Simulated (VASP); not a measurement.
Energy against volume of K (bcc). Calculation: PBE GGA, VASP's PBE PAW potentials (set 64) (plane waves; VASP). Run with 520 eV cut-off, 10×10×10 Γ-centred mesh, first-order Methfessel-Paxton smearing of 0.10 eV, potentials K_sv.

```tsv
V (Å³/atom)	E (eV/atom)
69.183	-1.04009
71.391	-1.04282
73.599	-1.04380
75.807	-1.04328
```

**Question.** Fit these four points and predict the energy of the run at 78.015 Å³/atom.

**Answer.** A cubic in V^(−2/3), the third-order Birch-Murnaghan form, passes through the four points with V0 = 73.88 Å³/atom and B0 = 4 GPa, and gives -1.0415 eV/atom there. The run gave -1.0414 eV/atom, +0.0 meV/atom from the fit; all five points give B0 = 4 GPa.

The compound is K in the bcc structure. It was relaxed first.
